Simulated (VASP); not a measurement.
Set up this calculation in VASP 6.6.1, as the native input.

* Task: single point
* Functional: r2SCAN
* Potentials or basis: VASP PAW PBE potentials, release 64 (Pm, O)
* Cutoff: 520 eV
* k mesh: 7 × 7 × 6
* Occupations: gaussian, width 0.05 eV
* Spin: collinear spin, ferromagnetic start
* Starting moments: [4.0, 0.0] μB
* Fixed moment: 4 μB
* Hubbard terms: Pm f U = 3 eV
* Further INCAR settings: ALGO = Normal; EDIFF = 1e-06; NBANDS = 22

The structure of PmO lies in POSCAR:

```
PmO
1.0
    3.1559110400      0.0000000000      0.0000000000
   -1.5779555200      2.7330991300      0.0000000000
    0.0000000000      0.0000000000      3.0800128100
Pm O
1 1
Direct
    0.0000000000      0.0000000000      0.0000000000
    0.6666666667      0.3333333333      0.5000000000
```

The cell comes from a database or a generator and needn't be the stable form of this composition.

The input as run:

INCAR

```
SYSTEM = PmO
PREC = Accurate ; ENCUT = 520
EDIFF = 1E-6 ; ISMEAR = 0
SIGMA = 0.05 ; LREAL = .FALSE.
LASPH = .TRUE. ; NELM = 150
ALGO = Normal ; ISIF = 2
LWAVE = .FALSE. ; LCHARG = .FALSE.
ISPIN = 2 ; MAGMOM = 4 0
LORBIT = 11 ; NUPDOWN = 4
LMAXMIX = 6 ; LDAU = .TRUE.
LDAUTYPE = 2 ; LDAUL = 3 -1
LDAUU = 3 0 ; LDAUJ = 0 0
LDAUPRINT = 1 ; METAGGA = R2SCAN
LMIXTAU = .TRUE. ; NBANDS = 22
```

KPOINTS

```
regular mesh
0
G
  7 7 6
  0 0 0
```

Potentials or basis: VASP PAW PBE potentials, release 64 (Pm, O).

The run is started by

```bash
$ cat potpaw_PBE.64/Pm/POTCAR potpaw_PBE.64/O/POTCAR > POTCAR
$ mpirun -np 1 vasp_std > vasp.out
```

It gave:

```
Pressure                                              : 32.7 GPa
Net moment                                            : 4.00 μB per cell
Site moments                                          : Pm +4.02; O -0.07 μB
Valence electrons inside the program's atomic spheres : Pm 12.63; O 5.10
```

Caveat: the magnetic or orbital state may not be the lowest; a pressure of tens of GPa on the cell as given is suspect, and the run, the potentials or the cell itself is likely at fault; the PAW data sets were made with another functional, which shifts forces and pressure a little; the total moment is fixed, so each spin has its own Fermi level.

Wall time 60 s on 1 thread of Intel(R) Xeon(R) 6975P-C (Granite Rapids), on a shared host, peak memory 0.18 GiB.
